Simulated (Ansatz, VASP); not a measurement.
ZrAl5N6: VASP beside Ansatz

```
Zr Al N
1.0
     2.93703    0.00000    0.00000
    -1.46851    2.54354    0.00000
     0.00000    0.00000   14.62142
Zr Al N
1 5 6
Direct
  0.00000 0.00000 0.00000
  0.66667 0.33333 0.17903
  0.33333 0.66667 0.33971
  0.00000 0.00000 0.50000
  0.66667 0.33333 0.66029
  0.33333 0.66667 0.82097
  0.66667 0.33333 0.89769
  0.33333 0.66667 0.10231
  0.00000 0.00000 0.25973
  0.66667 0.33333 0.41988
  0.33333 0.66667 0.58012
  0.00000 0.00000 0.74027
```

Alike in both runs: functional PBE; k mesh 6 × 6 × 2; occupations gaussian, width 0.1 eV; no spin polarisation.

Ansatz relaxed the structure, and its values are those at the end. VASP's run is a single point on that final structure, the one shown.

|  | VASP | Ansatz |
| --- | --- | --- |
| version | VASP 6.6.1 | Ansatz 0.2.0 |
| potentials or method | VASP PAW PBE potentials, release 64 (Zr_sv, Al, N) | scalar-relativistic, plane waves, PAW |
| plane-wave cutoff (eV) | 520 | 420 |
| valence electrons in the cell | 57 | 57 |

VASP gave:

* gap on the k mesh at the Fermi level (eV): none
* pressure (GPa): -0.1
* rms of the force components (eV/Å): 0.009

Q: What did Ansatz give for the same quantities?

A: gap on the k mesh at the Fermi level (eV): none; pressure (GPa): 0.0; rms of the force components (eV/Å): 0.003.

A gap of «none» marks a metal or a gap that the smearing closes.

Caveats: the k mesh is coarse (spacing up to 0.41 Å⁻¹), so the values aren't converged.
